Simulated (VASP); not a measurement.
Here is the system:

```yaml
crystal:
  lattice:
    - [2.26327, -3.92009, 0.00000]
    - [2.26327, 3.92009, 0.00000]
    - [0.00000, 0.00000, 5.04575]
  atoms:
    - { symbol: Se, position: [0.00000, 0.21885, 0.66667] }
    - { symbol: Se, position: [0.78115, 0.78115, 0.00000] }
    - { symbol: Se, position: [0.21885, 0.00000, 0.33333] }
```

Computed with PBE GGA, VASP's PBE PAW potentials (set 64) (plane waves; VASP 6.6.1). Numerical set-up: 520 eV cut-off, 6×6×4 Γ-centred mesh, Gaussian smearing of 0.050 eV, potentials Se.

Without a dispersion term in the relaxation, distances and binding between the weakly bound layers, chains or molecules are unreliable, and so is what depends on them.

### Question
What does the run give for the energy per atom (σ→0), band gap (on the k-mesh) with the smallest direct gap where there is one?

### Answer

| Property | Result |
|---|---|
| band gap (on the k-mesh) | 1.02 eV |
| smallest direct gap (on the k-mesh) | 1.24 eV |
| energy per atom (σ→0) | -3.503 eV/atom |

Total energies compare only between runs with the same potentials, cut-off and functional.

The compound is Se in the trig structure. It was relaxed first, which changed the volume by +9 %.
